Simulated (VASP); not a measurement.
Write the native input for VASP 6.6.1 that does the following.

```
Task                   : relaxation of cell and atoms
Functional             : PBE
Potentials or basis    : VASP PAW PBE potentials, release 64 (Be, Zn, Te)
Cutoff                 : 520 eV
k mesh                 : 8 × 8 × 8
Occupations            : gaussian, width 0.03 eV
Spin                   : no spin polarisation
Further INCAR settings : ALGO = Normal; EDIFF = 1e-06; IBRION = 2; EDIFFG = -0.01; NSW = 90; ISIF = 3
```

The structure of BeZn2Te3 lies in POSCAR:

```
BeZn2Te3
1.0
   -2.1280000000      2.1280000000      9.0820000000
    2.1280000000     -2.1280000000      9.0820000000
    2.1280000000      2.1280000000     -9.0820000000
Be Zn Te
1 2 3
Direct
    0.0000000000      0.0000000000      0.0000000000
    0.6616934600      0.6616934600      0.0000000000
    0.3383065400      0.3383065400      0.0000000000
    0.2500000000      0.7500000000      0.5000000000
    0.5734419700      0.0734419700      0.5000000000
    0.9265580300      0.4265580300      0.5000000000
```

The cell was built by a generator and needn't be a form met in nature.

These files were run (other wordings do the same):

INCAR

```
PREC = Accurate
ENCUT = 520
EDIFF = 1E-6
ISMEAR = 0
SIGMA = 0.03
LREAL = F
LASPH = T
NELM = 120
ALGO = Normal
ISIF = 3
LWAVE = F
LCHARG = F
GGA = PE
IBRION = 2
NSW = 90
EDIFFG = -0.01
KPAR = 4
```

KPOINTS

```
regular mesh
0
Gamma
  8 8 8
```

Potentials or basis: VASP PAW PBE potentials, release 64 (Be, Zn, Te).

Launch:

```sh
$ cat potpaw_PBE.64/Be/POTCAR potpaw_PBE.64/Zn/POTCAR potpaw_PBE.64/Te/POTCAR > POTCAR
$ mpirun -np 4 vasp_std > vasp.out
```

It gave:

```
Relaxed volume                         : 27.17 Å³/atom
Relaxed cell                           : a = 9.564 Å, b = 9.564 Å, c = 9.564 Å, α = 154.41°, β = 154.41°, γ = 36.51°
Space group after relaxing (to 0.05 Å) : I-4m2 (No. 119)
Energy gained by relaxing              : 0.5 meV/atom
Ionic steps                            : 7
Pressure after relaxing                : 0.0 GPa
Largest force after relaxing           : 0.006 eV/Å
Band gap on the k mesh                 : 1.67 eV, direct
```

Caveat: spin-orbit coupling is left out, which moves the levels of the heavy elements.

It took 7.7 min on 4 MPI ranks on Intel(R) Xeon(R) 6975P-C (Granite Rapids), on a shared host, peak memory 0.98 GiB a rank.
